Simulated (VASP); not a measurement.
Input for VASP

INCAR:
```
SYSTEM = CuCl
PREC = Accurate
ENCUT = 480
EDIFF = 1E-7
NELM = 100
ALGO = Normal
LREAL = .FALSE.
LASPH = .TRUE.
ISMEAR = 0
SIGMA = 0.05
GGA = PS
LMAXMIX = 4
LWAVE = .FALSE.
LCHARG = .FALSE.
ISIF = 2
```

### POSCAR
```
CuCl
3.7389460
  0.0000000000   0.7071068190   0.7071068190
  0.7071068190   0.0000000000   0.7071068190
  0.7071068190   0.7071068190   0.0000000000
Cu Cl
1 1
Cart
  0.0000000000   0.0000000000   0.0000000000
  0.3535534095   0.3535534095   0.3535534095
```

File KPOINTS:
```
Automatic mesh
0
Gamma
8 8 8
0 0 0
```

POTCAR, in this order: Cu Cl (PBE.64 set). Program: vasp_std.

Translate this PBEsol calculation to Quantum ESPRESSO's pw.x.

One equivalent input (not run):
```
&CONTROL
  calculation = 'scf'
  pseudo_dir = './pseudo'
  outdir = './out'
  tprnfor = .true.
  tstress = .true.
/
&SYSTEM
  ibrav = 0
  nat = 2
  ntyp = 2
  ecutwfc = 92
  occupations = 'smearing'
  smearing = 'gaussian'
  degauss = 0.003675
  input_dft = 'pbesol'
/
&ELECTRONS
  conv_thr = 7.3e-09
  electron_maxstep = 100
/
ATOMIC_SPECIES
  Cu 63.546 Cu.upf
  Cl 35.450 Cl.upf
CELL_PARAMETERS angstrom
     0.0000000    2.6438342    2.6438342
     2.6438342    0.0000000    2.6438342
     2.6438342    2.6438342    0.0000000
ATOMIC_POSITIONS crystal
  Cu   0.0000000  0.0000000  0.0000000
  Cl   0.2500000  0.2500000  0.2500000
K_POINTS automatic
  8 8 8 0 0 0
```
The two are equivalent in intent, not identical: the potentials are each code's own (VASP's PAW set, PseudoDojo norm-conserving files in pw.x), so ENCUT and ecutwfc are chosen apart and not converted; conv_thr bounds pw.x's estimated SCF error, while EDIFF bounds the energy change between steps.

The compound is CuCl in the zinc blende structure. It was relaxed first, which changed the volume by -7 %.
